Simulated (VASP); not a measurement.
Output of a VASP run:

File OSZICAR:
```
       N       E                     dE             d eps       ncg     rms          rms(c)
DAV:   1     0.116923722901E+02    0.11692E+02   -0.42080E+03  7252   0.109E+03
DAV:   2    -0.153885366158E+02   -0.27081E+02   -0.25337E+02  7072   0.135E+02
DAV:   3    -0.157533534036E+02   -0.36482E+00   -0.36363E+00  7886   0.222E+01
DAV:   4    -0.157556209798E+02   -0.22676E-02   -0.22674E-02  7694   0.163E+00
DAV:   5    -0.157556495223E+02   -0.28542E-04   -0.28542E-04  7593   0.164E-01    0.113E+01
DAV:   6    -0.143018570314E+02    0.14538E+01   -0.23899E+01  7474   0.765E+01    0.939E+00
DAV:   7    -0.143277844972E+02   -0.25927E-01   -0.34999E+00  7885   0.257E+01    0.522E+00
DAV:   8    -0.143415662578E+02   -0.13782E-01   -0.71538E-02  7782   0.253E+00    0.217E+00
DAV:   9    -0.143379440237E+02    0.36222E-02   -0.95277E-02  8211   0.363E+00    0.723E-01
DAV:  10    -0.143401805672E+02   -0.22365E-02   -0.13123E-02  8044   0.115E+00    0.198E-01
DAV:  11    -0.143407584268E+02   -0.57786E-03   -0.12155E-03  7191   0.532E-01    0.972E-02
DAV:  12    -0.143407419400E+02    0.16487E-04   -0.14591E-05  7637   0.486E-02    0.594E-02
DAV:  13    -0.143407396192E+02    0.23208E-05   -0.15280E-05  7423   0.467E-02    0.254E-02
DAV:  14    -0.143407380491E+02    0.15701E-05   -0.19413E-06  7233   0.194E-02    0.266E-03
DAV:  15    -0.143407378008E+02    0.24834E-06   -0.17962E-07  4052   0.593E-03    0.101E-03
DAV:  16    -0.143407379381E+02   -0.13730E-06   -0.33459E-08  3544   0.275E-03    0.502E-04
DAV:  17    -0.143407379409E+02   -0.28208E-08   -0.61528E-09  3536   0.114E-03
   1 F= -.14340738E+02 E0= -.14340868E+02  d E =0.391225E-03  mag=     2.6864
```

### OUTCAR
```
------------------------ aborting loop because EDIFF is reached ----------------------------------------
  FORCE on cell =-STRESS in cart. coord.  units (eV):
  Direction    XX          YY          ZZ          XY          YZ          ZX
  --------------------------------------------------------------------------------------
  Total       -0.6662164     -0.6662164     -0.6662164      0.0000000      0.0000000     -0.0000000
  in kB      -86.2793097    -86.2793097    -86.2793097      0.0000000      0.0000000     -0.0000000
  external PRESSURE =     -86.2793097 kB  Pullay stress =       0.0000000 kB
  volume of cell :       12.37
      direct lattice vectors                 reciprocal lattice vectors
    -1.456978290  1.456978290  1.456978290     0.000000000  0.343176013  0.343176013
     1.456978290 -1.456978290  1.456978290     0.343176013  0.000000000  0.343176013
     1.456978290  1.456978290 -1.456978290     0.343176013  0.343176013  0.000000000
 POSITION                                       TOTAL-FORCE (eV/Angst)
 -----------------------------------------------------------------------------------
      0.00000      0.00000      0.00000        -0.000000     -0.000000     -0.000000
 -----------------------------------------------------------------------------------
    total drift:                                0.000000     -0.000000      0.000000
  FREE ENERGIE OF THE ION-ELECTRON SYSTEM (eV)
  ---------------------------------------------------
  free  energy   TOTEN  =       -14.3407379409 eV

  energy  without entropy=      -14.3411291662  energy(sigma->0) =      -14.34086835

 total charge

# of ion       s       p       d       tot
------------------------------------------
    1        0.459   0.512   6.131   7.102

 magnetization (x)

# of ion       s       p       d       tot
------------------------------------------
    1       -0.011  -0.114   2.897   2.772
```
(Selected blocks of OUTCAR.)

File POSCAR:
```
Fe
1
   -1.4569782895     1.4569782895     1.4569782895
    1.4569782895    -1.4569782895     1.4569782895
    1.4569782895     1.4569782895    -1.4569782895
Fe
1
Direct
  0.0000000000   0.0000000000   0.0000000000
```

**Question.** Reconstruct the remaining input files.

**Answer.** Several could match; the one computed here: the input of the run itself, r2SCAN meta-GGA, plane waves, VASP's PBE PAW potentials (set 64).

File KPOINTS:
```
Automatic mesh
0
Gamma
18 18 18
0 0 0
```

### INCAR
```
ALGO  =  Normal
EDIFF  =  1E-7
ENCUT  =  520
ISIF  =  2
ISMEAR  =  1
ISPIN  =  2
LASPH  =  .TRUE.
LCHARG  =  .FALSE.
LMAXMIX  =  4
LMIXTAU  =  .TRUE.
LORBIT  =  10
LREAL  =  .FALSE.
LWAVE  =  .FALSE.
MAGMOM  =  2.7
METAGGA  =  R2SCAN
NELM  =  100
PREC  =  Accurate
SIGMA  =  0.1
SYSTEM  =  Fe
```

POTCAR, in this order: Fe (PBE.64 set). Program: vasp_std.

The compound is Fe in the bcc structure. This cell is one point of a volume scan, at 1.06 of the reference volume.
